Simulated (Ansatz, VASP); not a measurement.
## Two plane-wave programs on Be2CdS2

```
CELL_PARAMETERS angstrom
3.59621 0.00000 0.00000
-1.79811 3.11441 0.00000
0.00000 0.00000 6.19460
ATOMIC_POSITIONS crystal
Be 0.33333 0.66667 0.37730
Be 0.66667 0.33333 0.62270
Cd 0.00000 0.00000 0.00000
S 0.33333 0.66667 0.73460
S 0.66667 0.33333 0.26540
```

Change from the starting cell: species swapped into the MgAl2C2 type (P-3m1, No. 164).

Alike in both runs: task relaxation of cell and atoms; functional PBE; k mesh 6 × 6 × 4; occupations gaussian, width 0.1 eV; no spin polarisation.

|  | VASP | Ansatz |
| --- | --- | --- |
| version | VASP 6.6.1 | Ansatz 0.2.0 |
| potentials or method | VASP PAW PBE potentials, release 64 (Be, Cd, S) | scalar-relativistic, plane waves, PAW |
| plane-wave cutoff (eV) | 600 | 420 |
| valence electrons in the cell | 28 | 36 |

Ansatz gave:

```
gap on the k mesh at the Fermi level, each at its own relaxed structure (eV) : none
relaxed volume (Å³/atom)                                                     : 21.00
relaxed cell length with the largest relative difference (Å)                 : 10.274
energy change over the relaxation (meV/atom)                                 : -740
```

Question: What did VASP give for the same quantities?

Answer: gap on the k mesh at the Fermi level, each at its own relaxed structure (eV): none; relaxed volume (Å³/atom): 19.61; relaxed cell length with the largest relative difference (Å): 9.563; energy change over the relaxation (meV/atom): -741.

A gap of «none» marks a metal or a gap that the smearing closes. One of these differences is far larger than is usual between the two programs; its cause wasn't traced. The two sets of potentials don't hold the same shells in valence.

Caveats: the volume moved by over 15 % at a fixed basis, so the end points are rough (VASP).
